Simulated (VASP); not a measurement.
Calculation: PBEsol GGA, VASP's PBE PAW potentials (set 64) (plane waves; VASP).

VASP input:

KPOINTS:
```
kpoints
0
G
  10 10 8
0 0 0
```

### INCAR
```
SYSTEM = ZrB2
PREC = Accurate; ENCUT = 600; LREAL = .False.
LASPH = .True.
EDIFF = 1E-7; NELM = 100; ALGO = Normal
LMAXMIX = 4
ISMEAR = 1; SIGMA = 0.1
GGA = PS
IBRION = 2; NSW = 40; ISIF = 3
EDIFFG = -0.01; PSTRESS = 200
LWAVE = .False.; LCHARG = .False.
```

**POSCAR**
```
ZrB2
1.0
  1.5773694155  -2.7320844332   0.0000000000
  1.5773694155   2.7320844332   0.0000000000
  0.0000000000   0.0000000000   3.5119726415
Zr B
1 2
Direct
  0.0000000000   0.0000000000   0.0000000000
  0.3333330000   0.6666670000   0.5000000000
  0.6666670000   0.3333330000   0.5000000000
```

POTCAR, in this order: Zr_sv B (PBE.64 set). Program: vasp_std.

Output of the run:

File OSZICAR:
```
...
DAV:   8    -0.264033413057E+02    0.15381E-02   -0.10160E-01  2162   0.299E+00    0.785E-01
DAV:   9    -0.264004365000E+02    0.29048E-02   -0.16440E-02  2279   0.108E+00    0.133E-01
DAV:  10    -0.264003921162E+02    0.44384E-04   -0.78671E-04  2336   0.270E-01    0.417E-02
DAV:  11    -0.264004010021E+02   -0.88859E-05   -0.27382E-05  2441   0.607E-02    0.127E-02
DAV:  12    -0.264004008371E+02    0.16504E-06   -0.13162E-06  2350   0.130E-02    0.410E-03
DAV:  13    -0.264004008684E+02   -0.31337E-07   -0.59746E-07  2220   0.655E-03
   1 F= -.22621826E+02 E0= -.22621739E+02  d E =-.226218E+02
       N       E                     dE             d eps       ncg     rms          rms(c)
DAV:   1    -0.291965986431E+02   -0.27962E+01   -0.12274E+02  1880   0.126E+02    0.294E+01
DAV:   2    -0.257101954473E+02    0.34864E+01   -0.66383E+00  1940   0.324E+01    0.805E+00
DAV:   3    -0.253317919096E+02    0.37840E+00   -0.39274E+00  2725   0.169E+01    0.411E+00
DAV:   4    -0.254086985990E+02   -0.76907E-01   -0.18208E-01  2110   0.413E+00    0.920E-01
DAV:   5    -0.254396641073E+02   -0.30966E-01   -0.98765E-02  2645   0.241E+00    0.123E+00
DAV:   6    -0.254581025721E+02   -0.18438E-01   -0.24466E-02  2930   0.106E+00    0.404E-01
DAV:   7    -0.254584585874E+02   -0.35602E-03   -0.12043E-03  2160   0.390E-01    0.792E-02
DAV:   8    -0.254585350851E+02   -0.76498E-04   -0.83897E-05  2526   0.110E-01    0.156E-02
DAV:   9    -0.254585410622E+02   -0.59771E-05   -0.31590E-06  2656   0.184E-02    0.671E-03
DAV:  10    -0.254585433583E+02   -0.22961E-05   -0.13675E-06  2890   0.118E-02    0.776E-04
DAV:  11    -0.254585433770E+02   -0.18640E-07   -0.30874E-08  1003   0.161E-03
   2 F= -.22327263E+02 E0= -.22327154E+02  d E =0.294562E+00
       N       E                     dE             d eps       ncg     rms          rms(c)
DAV:   1    -0.275221383763E+02   -0.20636E+01   -0.46389E+01  1915   0.823E+01    0.178E+01
DAV:   2    -0.264716673096E+02    0.10505E+01   -0.52654E+00  2028   0.264E+01    0.515E+00
DAV:   3    -0.262438989690E+02    0.22777E+00   -0.10269E+00  2719   0.879E+00    0.145E+00
DAV:   4    -0.262647547916E+02   -0.20856E-01   -0.57161E-02  2380   0.185E+00    0.743E-01
DAV:   5    -0.262840793568E+02   -0.19325E-01   -0.48837E-02  2745   0.134E+00    0.547E-01
DAV:   6    -0.262885308045E+02   -0.44514E-02   -0.42867E-03  3029   0.517E-01    0.186E-01
DAV:   7    -0.262888365802E+02   -0.30578E-03   -0.25162E-04  2540   0.163E-01    0.596E-02
DAV:   8    -0.262888647897E+02   -0.28210E-04   -0.30986E-05  2482   0.632E-02    0.178E-02
DAV:   9    -0.262888661848E+02   -0.13951E-05   -0.30982E-06  2430   0.222E-02    0.294E-03
DAV:  10    -0.262888658413E+02    0.34345E-06   -0.27915E-07  2187   0.423E-03    0.329E-04
DAV:  11    -0.262888658234E+02    0.17946E-07   -0.11652E-08  1045   0.820E-04
   3 F= -.22755606E+02 E0= -.22755510E+02  d E =-.133781E+00
       N       E                     dE             d eps       ncg     rms          rms(c)
DAV:   1    -0.262817705194E+02    0.70953E-02   -0.16381E-02  1942   0.148E+00    0.323E-01
DAV:   2    -0.262813160563E+02    0.45446E-03   -0.13593E-03  1999   0.452E-01    0.835E-02
DAV:   3    -0.262812603729E+02    0.55683E-04   -0.42446E-04  2785   0.175E-01    0.368E-02
DAV:   4    -0.262812716522E+02   -0.11279E-04   -0.18986E-05  2191   0.382E-02    0.141E-02
DAV:   5    -0.262812793487E+02   -0.76965E-05   -0.14977E-05  2733   0.247E-02    0.126E-02
DAV:   6    -0.262812826546E+02   -0.33059E-05   -0.22179E-06  2957   0.111E-02    0.359E-03
DAV:   7    -0.262812829979E+02   -0.34328E-06   -0.12367E-07  1233   0.386E-03    0.748E-04
DAV:   8    -0.262812830596E+02   -0.61703E-07   -0.17682E-08   935   0.168E-03
   4 F= -.22755781E+02 E0= -.22755684E+02  d E =-.133955E+00
       N       E                     dE             d eps       ncg     rms          rms(c)
DAV:   1    -0.262765042740E+02    0.47787E-02   -0.66723E-03  1932   0.946E-01    0.207E-01
DAV:   2    -0.262763191454E+02    0.18513E-03   -0.55408E-04  1984   0.289E-01    0.534E-02
DAV:   3    -0.262762964636E+02    0.22682E-04   -0.17300E-04  2790   0.112E-01    0.236E-02
DAV:   4    -0.262763014617E+02   -0.49981E-05   -0.77618E-06  2191   0.244E-02    0.899E-03
DAV:   5    -0.262763049467E+02   -0.34850E-05   -0.60840E-06  2740   0.158E-02    0.809E-03
DAV:   6    -0.262763065830E+02   -0.16363E-05   -0.91758E-07  2778   0.712E-03    0.231E-03
DAV:   7    -0.262763067864E+02   -0.20341E-06   -0.52219E-08   970   0.251E-03    0.473E-04
DAV:   8    -0.262763068158E+02   -0.29415E-07   -0.82300E-09   920   0.113E-03
   5 F= -.22755747E+02 E0= -.22755651E+02  d E =-.133921E+00
       N       E                     dE             d eps       ncg     rms          rms(c)
DAV:   1    -0.262874072580E+02   -0.11100E-01   -0.61365E-02  1915   0.271E+00    0.380E-01
DAV:   2    -0.262863683834E+02    0.10389E-02   -0.33781E-03  2078   0.644E-01    0.112E-01
DAV:   3    -0.262861440933E+02    0.22429E-03   -0.98102E-04  2764   0.274E-01    0.712E-02
DAV:   4    -0.262861527227E+02   -0.86293E-05   -0.45625E-05  2170   0.620E-02    0.256E-02
DAV:   5    -0.262861564580E+02   -0.37353E-05   -0.43541E-05  2756   0.502E-02    0.162E-02
DAV:   6    -0.262861563129E+02    0.14507E-06   -0.12119E-06  2105   0.125E-02    0.439E-03
DAV:   7    -0.262861560750E+02    0.23789E-06   -0.25043E-07  1830   0.573E-03    0.107E-03
DAV:   8    -0.262861560126E+02    0.62473E-07   -0.27772E-08   975   0.224E-03
   6 F= -.22755948E+02 E0= -.22755857E+02  d E =-.201226E-03
       N       E                     dE             d eps       ncg     rms          rms(c)
DAV:   1    -0.262834425746E+02    0.27135E-02   -0.53980E-03  1915   0.803E-01    0.113E-01
DAV:   2    -0.262833506632E+02    0.91911E-04   -0.29562E-04  2070   0.190E-01    0.333E-02
DAV:   3    -0.262833308447E+02    0.19819E-04   -0.85895E-05  2764   0.811E-02    0.211E-02
DAV:   4    -0.262833326055E+02   -0.17609E-05   -0.40307E-06  2178   0.184E-02    0.756E-03
DAV:   5    -0.262833337055E+02   -0.10999E-05   -0.38198E-06  2761   0.149E-02    0.480E-03
DAV:   6    -0.262833339941E+02   -0.28859E-06   -0.97255E-08  1315   0.371E-03    0.127E-03
DAV:   7    -0.262833340583E+02   -0.64184E-07   -0.28792E-08   935   0.208E-03
   7 F= -.22755991E+02 E0= -.22755899E+02  d E =-.244367E-03
       N       E                     dE             d eps       ncg     rms          rms(c)
DAV:   1    -0.262784467469E+02    0.48872E-02   -0.14546E-02  2050   0.133E+00    0.236E-01
DAV:   2    -0.262781993017E+02    0.24745E-03   -0.75174E-04  2128   0.315E-01    0.757E-02
DAV:   3    -0.262781432841E+02    0.56018E-04   -0.24619E-04  2835   0.134E-01    0.234E-02
DAV:   4    -0.262781473685E+02   -0.40844E-05   -0.10937E-05  2313   0.299E-02    0.911E-03
DAV:   5    -0.262781504639E+02   -0.30954E-05   -0.81172E-06  2724   0.206E-02    0.791E-03
DAV:   6    -0.262781514600E+02   -0.99615E-06   -0.42171E-07  2333   0.715E-03    0.113E-03
DAV:   7    -0.262781514958E+02   -0.35811E-07   -0.24305E-08  1000   0.152E-03
   8 F= -.22756019E+02 E0= -.22755927E+02  d E =-.272126E-04
       N       E                     dE             d eps       ncg     rms          rms(c)
DAV:   1    -0.262801674658E+02   -0.20160E-02   -0.20537E-03  2045   0.500E-01    0.889E-02
DAV:   2    -0.262801332825E+02    0.34183E-04   -0.10663E-04  2130   0.118E-01    0.285E-02
DAV:   3    -0.262801254385E+02    0.78440E-05   -0.34731E-05  2835   0.503E-02    0.880E-03
DAV:   4    -0.262801253542E+02    0.84314E-07   -0.15471E-06  2313   0.112E-02    0.344E-03
DAV:   5    -0.262801252289E+02    0.12530E-06   -0.11507E-06  2699   0.775E-03    0.297E-03
DAV:   6    -0.262801250431E+02    0.18579E-06   -0.48459E-08   995   0.268E-03    0.368E-04
DAV:   7    -0.262801250324E+02    0.10703E-07   -0.10260E-08   925   0.106E-03
   9 F= -.22756035E+02 E0= -.22755943E+02  d E =-.430752E-04
```

File OUTCAR:
```
------------------------ aborting loop because EDIFF is reached ----------------------------------------
  FORCE on cell =-STRESS in cart. coord.  units (eV):
  Direction    XX          YY          ZZ          XY          YZ          ZX
  --------------------------------------------------------------------------------------
  Total        3.5250566      3.5250579      3.5247931      0.0000000      0.0000000      0.0000000
  in kB      200.0548275    200.0549054    200.0398735      0.0000000      0.0000000      0.0000000
  external PRESSURE =       0.0498688 kB  Pullay stress =     200.0000000 kB
  volume of cell :       28.23
      direct lattice vectors                 reciprocal lattice vectors
     1.542767004 -2.672151356  0.000000000     0.324093009 -0.187115149 -0.000000000
     1.542767004  2.672151356 -0.000000000     0.324093009  0.187115149 -0.000000000
     0.000000000  0.000000000  3.424019635     0.000000000  0.000000000  0.292054400
 POSITION                                       TOTAL-FORCE (eV/Angst)
 -----------------------------------------------------------------------------------
      0.00000      0.00000      0.00000        -0.000000      0.000000      0.000000
      1.54277      0.89072      1.71201         0.000000     -0.000000      0.000000
      1.54277     -0.89072      1.71201        -0.000000      0.000000     -0.000000
 -----------------------------------------------------------------------------------
    total drift:                                0.000000      0.000000      0.000000
  FREE ENERGIE OF THE ION-ELECTRON SYSTEM (eV)
  ---------------------------------------------------
  free  energy   TOTEN  =       -26.2801250324 eV

  energy  without entropy=      -26.2798496157  energy(sigma->0) =      -26.28003323
  enthalpy is  TOTEN    =       -22.7560345463 eV   P V=        3.5240904861

 reached required accuracy - stopping structural energy minimisation
```
(Selected blocks of OUTCAR.)

### CONTCAR
```
ZrB2
   1.00000000000000
     1.5427670043396247   -2.6721513555002669    0.0000000000000000
     1.5427670043396247    2.6721513555002669   -0.0000000000000000
     0.0000000000000000    0.0000000000000000    3.4240196349993410
  Zr              B
     1     2
Direct
     0.0000000000000000    0.0000000000000000    0.0000000000000000
     0.3333330000000032    0.6666669999999968    0.5000000000000000
     0.6666669999999968    0.3333330000000032    0.5000000000000000
```

Energy and stress use the plane-wave basis of the starting cell.

The compound is ZrB2 in the AlB2 type structure. This run relaxes it under an external pressure of 20 GPa. Symmetry was kept, so distortions that lower it aren't found.
